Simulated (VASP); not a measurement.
# BeCdO2 (P4_12_12) in VASP: single point with r2SCAN

Aim: the single point of BeCdO2 with r2SCAN.

Program: VASP 6.6.1. These are calculated values, not measurements. Logs are shortened: lines on timing, memory, paths and dates and some standing lists are left out, and cuts for length are marked.

## Step 1: Starting point

It takes space group P4_12_12 (No. 92, tetragonal). The conventional cell has a = 5.218 Å, b = 5.218 Å, c = 6.521 Å, α = 90.00°, β = 90.00°, γ = 90.00°. Be (site symmetry 2) is surrounded by 4 O at 1.66 to 1.70 Å. Cd (site symmetry 2) is surrounded by 4 O at 2.20 to 2.29 Å. Around O (site symmetry 1) lie 2 Be at 1.66 to 1.70 Å.

The cell was built by a generator and needn't be a form met in nature.

## Step 2: Single point, r2SCAN

Input file INCAR:

```
  PREC = Accurate
  ENCUT = 520
  EDIFF = 1E-6
  ISMEAR = 0
  SIGMA = 0.03
  LREAL = F
  LASPH = T
  NELM = 150
  ALGO = Normal
  ISIF = 2
  LWAVE = F
  LCHARG = F
  METAGGA = R2SCAN
  LMIXTAU = T
  KPAR = 4
```

Input file KPOINTS:

```
regular mesh
0
Gamma
  6 6 4
```

Input file POSCAR:

```
BeCdO2
1.0
    5.2181700000      0.0000000000      0.0000000000
    0.0000000000      5.2181700000      0.0000000000
    0.0000000000      0.0000000000      6.5210400000
Be Cd O
4 4 8
Direct
    0.6945930000      0.6945930000      0.0000000000
    0.1945930000      0.8054070000      0.7500000000
    0.8054070000      0.1945930000      0.2500000000
    0.3054070000      0.3054070000      0.5000000000
    0.8032070000      0.1967930000      0.7500000000
    0.6967930000      0.6967930000      0.5000000000
    0.3032070000      0.3032070000      0.0000000000
    0.1967930000      0.8032070000      0.2500000000
    0.7681310000      0.8762200000      0.1998500000
    0.8762200000      0.7681310000      0.8001500000
    0.3762200000      0.7318690000      0.9498500000
    0.2681310000      0.6237800000      0.5501500000
    0.7318690000      0.3762200000      0.0501500000
    0.6237800000      0.2681310000      0.4498500000
    0.1237800000      0.2318690000      0.3001500000
    0.2318690000      0.1237800000      0.6998500000
```

Potentials or basis: VASP PAW PBE potentials, release 64 (Be, Cd, O).

Command:

```
cat potpaw_PBE.64/Be/POTCAR potpaw_PBE.64/Cd/POTCAR potpaw_PBE.64/O/POTCAR > POTCAR
mpirun -np 4 vasp_std > vasp.out
```

OUTCAR:

```text
PREC = Accurate
   ENCUT = 520
   EDIFF = 1E-6
   ISMEAR = 0
   LREAL = F
   LASPH = T
   NELM = 150
   ISIF = 2
   METAGGA = R2SCAN

 ion  position               nearest neighbor table
   1  0.695  0.695  0.000-   9 1.66  10 1.66  11 1.70  13 1.70   7 2.89
   2  0.195  0.805  0.750-  11 1.66  12 1.66  10 1.70  16 1.70   5 2.89
   3  0.805  0.195  0.250-  13 1.66  14 1.66   9 1.70  15 1.70   8 2.89
   4  0.305  0.305  0.500-  15 1.66  16 1.66  12 1.70  14 1.70   6 2.89
   5  0.803  0.197  0.750-  13 2.20  14 2.20  10 2.29  16 2.29   2 2.89   6 3.13   7 3.13   6 3.13
                             7 3.13
   6  0.697  0.697  0.500-   9 2.20  10 2.20  12 2.29  14 2.29   4 2.89   5 3.13   8 3.13   5 3.13
                             8 3.13
   7  0.303  0.303  0.000-  15 2.20  16 2.20  11 2.29  13 2.29   1 2.89   5 3.13   8 3.13   8 3.13
                             5 3.13
   8  0.197  0.803  0.250-  11 2.20  12 2.20   9 2.29  15 2.29   3 2.89   6 3.13   7 3.13   7 3.13
                             6 3.13
   9  0.768  0.876  0.200-   1 1.66   3 1.70   6 2.20   8 2.29
  10  0.876  0.768  0.800-   1 1.66   2 1.70   6 2.20   5 2.29
  11  0.376  0.732  0.950-   2 1.66   1 1.70   8 2.20   7 2.29
  12  0.268  0.624  0.550-   2 1.66   4 1.70   8 2.20   6 2.29
  13  0.732  0.376  0.050-   3 1.66   1 1.70   5 2.20   7 2.29
  14  0.624  0.268  0.450-   3 1.66   4 1.70   5 2.20   6 2.29
  15  0.124  0.232  0.300-   4 1.66   3 1.70   7 2.20   8 2.29
  16  0.232  0.124  0.700-   4 1.66   2 1.70   7 2.20   5 2.29

  LATTYP: Found a simple tetragonal cell.
 ALAT       =     5.2181700000
 C/A-ratio  =     1.2496794853

  Lattice vectors:

 A1 = (   5.2181700000,   0.0000000000,   0.0000000000)
 A2 = (   0.0000000000,   5.2181700000,   0.0000000000)
 A3 = (   0.0000000000,   0.0000000000,   6.5210400000)

Analysis of symmetry for initial positions (statically):
=====================================================================
 Subroutine PRICEL returns:
 Original cell was already a primitive cell.

 Routine SETGRP: Setting up the symmetry group for a
 simple tetragonal supercell.

 Subroutine GETGRP returns: Found  8 space group operations
 (whereof  2 operations were pure point group operations)
 out of a pool of 16 trial point group operations.

The static configuration has the point symmetry C_2 .
 The point group associated with its full space group is D_4 .

Analysis of symmetry for dynamics (positions and initial velocities):
=====================================================================
 Subroutine PRICEL returns:
 Original cell was already a primitive cell.

 Routine SETGRP: Setting up the symmetry group for a
 simple tetragonal supercell.

 Subroutine GETGRP returns: Found  8 space group operations
[... 144 lines left out ...]
   NUPDOWN=      -1.0000    fix difference up-down
   EMIN   =  10.00;   EMAX   =-10.00  energy-range for DOS
   EFERMI =   0.00;   METHOD = LEGACY
   ISMEAR =     0;   SIGMA  =   0.03  broadening in eV -4-tet -1-fermi 0-gaus
   EFERMI_NEDOS =   21; number of points for ismear=-14 and -15
   IALGO  =     38    algorithm
   IMIX   =      4    mixing-type and parameters
     AMIX     =   0.40;   BMIX     =  1.00
     AMIX_MAG =   1.60;   BMIX_MAG =  1.00
  volume/ion in A,a.u.               =      11.10        74.89
  Fermi-wavevector in a.u.,A,eV,Ry     =   1.369730  2.588414 25.526695  1.876159
  Thomas-Fermi vector in A             =   2.495579
   LORBIT       =      0    0 simple, 1 ext, 2 COOP (PROOUT), +10 PAW based schemes
   METAGGA = R2SCAN    functional components
   LHFCALC =     F    Hartree Fock is set to
   AEXX    =    0.0000 exact exchange contribution
   IVDW    =     0    specifies the selected vdW correction
   LEPSILON=     F    determine dielectric tensor
   LRPA    =     F    only Hartree local field effects (RPA)
 non-spin polarized calculation
 Gauss-broadening in eV      SIGMA  =   0.03
  energy-cutoff  :      520.00
  volume of cell :      177.56
 maximum number of plane-waves:      4808
 NGX is ok and might be reduce to    40
   NGX = 19   NGY = 19   NGZ = 25

 number of electron     103.9999979 magnetization

 Free energy of the ion-electron system (eV)
  ---------------------------------------------------
  ext. energy  EPLUGINS =         0.00000000
  ---------------------------------------------------
  free energy    TOTEN  =      -177.49886618 eV

  energy without entropy =     -177.49886618  energy(sigma->0) =     -177.49886618

 E-fermi :   1.5191     XC(G=0): -11.4273

 val. band max:        1.3109222024   @ k =   0.0000   0.0000   0.0000
 cond. band min:       3.0515906435   @ k =   0.0000   0.0000   0.0000
 fundamental gap:      1.7406684411
 Fermi energy:         1.5190828509

 k-point     1 :       0.0000    0.0000    0.0000
  band No.  band energies     occupation
      1     -17.2542      2.00000
      2     -16.5523      2.00000
      3     -16.5523      2.00000
      4     -16.1170      2.00000
      5     -16.1170      2.00000
      6     -16.1065      2.00000
[... 1549 lines left out ...]
     61      10.5313      0.00000
     62      10.5313      0.00000

 [... further k-points ...]

------------------------ aborting loop because EDIFF is reached ----------------------------------------

  FORCE on cell =-STRESS in cart. coord.  units (eV):
  Direction    XX          YY          ZZ          XY          YZ          ZX
  --------------------------------------------------------------------------------------
  -------------------------------------------------------------------------------------
  Total       -4.6407980     -4.6407980     -4.8523155      0.0000000     -0.0000000      0.0000000
  in kB      -41.8745295    -41.8745295    -43.7830788      0.0000000     -0.0000000      0.0000000
  external PRESSURE =     -42.5107126 kB  Pullay stress =       0.0000000 kB

 VOLUME and BASIS-vectors are now :
 -----------------------------------------------------------------------------
  energy-cutoff  :      520.00
  volume of cell :      177.56
      direct lattice vectors                 reciprocal lattice vectors
     5.218170000  0.000000000  0.000000000     0.191638065  0.000000000  0.000000000
     0.000000000  5.218170000  0.000000000     0.000000000  0.191638065  0.000000000
     0.000000000  0.000000000  6.521040000     0.000000000  0.000000000  0.153349772

 POSITION                                       TOTAL-FORCE (eV/Angst)
 -----------------------------------------------------------------------------------
      3.62450      3.62450      0.00000         0.027631      0.027631      0.000000
      1.01542      4.20275      4.89078         0.027631     -0.027631     -0.000000
      4.20275      1.01542      1.63026        -0.027631      0.027631      0.000000
      1.59367      1.59367      3.26052        -0.027631     -0.027631      0.000000
      4.19127      1.02690      4.89078         0.030474     -0.030474     -0.000000
      3.63598      3.63598      3.26052        -0.030474     -0.030474      0.000000
[... 8 lines left out ...]
      0.64591      1.20993      1.95729         0.066709     -0.040048     -0.082670
      1.20993      0.64591      4.56375        -0.040048      0.066709      0.082670
 -----------------------------------------------------------------------------------
    total drift:                                0.000001     -0.000001      0.000000

  FREE ENERGIE OF THE ION-ELECTRON SYSTEM (eV)
  ---------------------------------------------------
  free  energy   TOTEN  =      -177.4988661801 eV

  energy  without entropy=     -177.4988661801  energy(sigma->0) =     -177.49886618
```

stdout:

```text
POSCAR found type information on POSCAR BeCdO
 POSCAR found :  3 types and      16 ions
 scaLAPACK will be used
 -----------------------------------------------------------------------------
|                                                                             |
|                                                                             |
|     You enforced a specific xc type in the INCAR file but a different       |
|     I HOPE YOU KNOW WHAT YOU ARE DOING!                                     |
|                                                                             |
 -----------------------------------------------------------------------------

 LDA part: xc-table for (None), standard interpolation
 POSCAR, INCAR and KPOINTS ok, starting setup
 FFT: planning ... GRIDC
 FFT: planning ... GRID_SOFT
 FFT: planning ... GRID
 WAVECAR not read
 entering main loop
```

Run time: 7.8 min. Hardware: 4 MPI ranks of Intel Xeon Platinum 8488C (Sapphire Rapids), shared host; peak memory 0.44 GiB.

Results:

```
Free energy            : -177.4989 eV
Pressure               : -4.3 GPa
Largest force          : 0.114 eV/Å
Band gap on the k mesh : 1.74 eV, direct
```

Forces in eV/Å, atoms in the order of the input:
```
Be   0.028  0.028  0.000
Be   0.028 -0.028  0.000
Be  -0.028  0.028  0.000
Be  -0.028 -0.028  0.000
Cd   0.030 -0.030  0.000
Cd  -0.030 -0.030  0.000
Cd   0.030  0.030  0.000
Cd  -0.030  0.030  0.000
O    0.040 -0.067  0.083
O   -0.067  0.040 -0.083
O   -0.067 -0.040  0.083
O    0.040  0.067 -0.083
O   -0.040 -0.067 -0.083
O    0.067  0.040  0.083
O    0.067 -0.040 -0.083
O   -0.040  0.067  0.083
```

Stress tensor (GPa, compression positive):
```
-4.19  0.00  0.00
 0.00 -4.19  0.00
 0.00  0.00 -4.38
```

Levels at points of the mesh, in eV from the valence-band top:
```tsv
k point	band 48	band 49	band 50	band 51	band 52	band 53	band 54	band 55	band 56	band 57
(0.00, 0.00, 0.00)	-0.50	-0.37	-0.34	-0.34	0.00	1.74	4.90	4.90	7.63	7.88
(0.50, 0.00, 0.00)	-0.62	-0.53	-0.53	-0.35	-0.35	3.80	3.80	5.69	5.69	7.42
(0.50, 0.50, 0.00)	-0.91	-0.23	-0.23	-0.15	-0.15	4.86	4.86	5.15	5.15	6.89
(0.00, 0.00, 0.50)	-0.77	-0.62	-0.62	-0.39	-0.39	3.46	3.46	6.30	6.30	7.88
(0.50, 0.00, 0.50)	-1.01	-0.47	-0.47	-0.10	-0.10	4.66	4.66	4.93	4.93	7.60
(0.50, 0.50, 0.50)	-0.96	-0.09	-0.09	-0.09	-0.09	5.42	5.42	5.42	5.42	6.86
```

Caveat: the PAW data sets were made with another functional, which shifts forces and pressure a little. r2SCAN opens gaps a little over a GGA but as a rule still falls short of measured ones.
